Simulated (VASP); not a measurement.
An input for Ansatz (written as the equivalent of a VASP run, and not itself run):

Ansatz 0.2 input:
```yaml
crystal:
  lattice:
    - [1.8501908, -3.2046247, 0.0000000]
    - [1.8501908, 3.2046247, 0.0000000]
    - [0.0000000, 0.0000000, 6.8363605]
  atoms:
    - { symbol: Sn, position: [0.0000000, 0.0000000, 0.0000000] }
    - { symbol: S, position: [0.3333330, 0.6666670, 0.2161318] }
    - { symbol: S, position: [0.6666670, 0.3333330, 0.7838682] }
kpoints:
  mp_grid: { grid: [7, 7, 4] }
hamiltonian:
  xc: pbe
  pseudopotentials: { kind: paw }
scf:
  occupations: { method: gaussian, width: 0.05 }
  max_iter: 100
relax:
  max_steps: 40
  f_tol: 0.02
  cell: {}
output: { forces: true, stress: true, eigenvalues: true }
```

Task: Write the VASP files for the same calculation (PBE).

Result: This is not unique; one that fits is 
### POSCAR
```
SnS2
1
    1.8501907963    -3.2046247497     0.0000000000
    1.8501907963     3.2046247497     0.0000000000
    0.0000000000     0.0000000000     6.8363605187
Sn S
1 2
Direct
  0.0000000000   0.0000000000   0.0000000000
  0.3333330000   0.6666670000   0.2161318326
  0.6666670000   0.3333330000   0.7838681674
```

### INCAR
```
! general
SYSTEM  = SnS2
PREC    = Accurate
ENCUT   = 500
LREAL   = .False.
LASPH   = .True.

! electronic loop
EDIFF   = 1E-6
NELM    = 100
ALGO    = Normal
LMAXMIX = 4

! smearing
ISMEAR  = 0
SIGMA   = 0.05

! functional
GGA     = PE

! ions
IBRION  = 2
NSW     = 40
ISIF    = 3
EDIFFG  = -0.02

! output
LWAVE   = .False.
LCHARG  = .False.
```

### KPOINTS
```
Automatic mesh
0
Gamma
7 7 4
0 0 0
```

POTCAR, in this order: Sn_d S (PBE.64 set). Program: vasp_std.

Limits of the translation: each code has its own PAW files, so the cut-off isn't converted (ENCUT is set for VASP's; basis.ecutwfc is left out, and Ansatz then takes the one that its files recommend); Ansatz stops its SCF on the density residual and VASP on the energy change (EDIFF).

The compound is SnS2 in the 1T layered structure. It was relaxed first, which changed the volume by +19 %.
